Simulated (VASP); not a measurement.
```
BP
1.0
    3.18024     0.00000     0.00000
   -1.59012     2.75417     0.00000
    0.00000     0.00000     5.27591
B P
2 2
Direct
  0.33333   0.66667   0.00045
  0.66667   0.33333   0.50045
  0.33333   0.66667   0.37455
  0.66667   0.33333   0.87455
```

The numbers are results of PBEsol GGA, VASP's PBE PAW potentials (set 64) (plane waves; VASP), not measurements. Run with 520 eV cut-off, Gaussian smearing of 0.050 eV, potentials B P.

Task: Give the energies of bands 3 to 11 at the high-symmetry points, in eV from the valence-band maximum.

Result: 
| band | Γ | M | K | A | L | H |
|---|---|---|---|---|---|---|
| 3 | -9.51 | -8.68 | -7.66 | -5.33 | -9.16 | -8.80 |
| 4 | -2.15 | -7.34 | -7.42 | -5.33 | -9.16 | -8.80 |
| 5 | -2.15 | -6.54 | -7.42 | -1.31 | -3.51 | -6.63 |
| 6 | -0.46 | -4.43 | -5.13 | -1.31 | -3.51 | -6.63 |
| 7 | 0.00 | -4.35 | -5.13 | -1.31 | -3.39 | -2.90 |
| 8 | 0.00 | -2.10 | -4.91 | -1.31 | -3.39 | -2.90 |
| 9 | 2.68 | 1.04 | 0.82 | 3.67 | 2.06 | 3.08 |
| 10 | 2.68 | 3.66 | 7.35 | 3.67 | 2.06 | 3.08 |
| 11 | 3.15 | 4.40 | 7.35 | 4.11 | 2.59 | 4.75 |

The gap is indirect, 0.82 eV, from the valence maximum at Γ to the conduction minimum at K.

The structure was generated: BP was put into the wurtzite type (P6_3mc), which need not be its known phase. It was relaxed first, which changed the volume by +8 %.
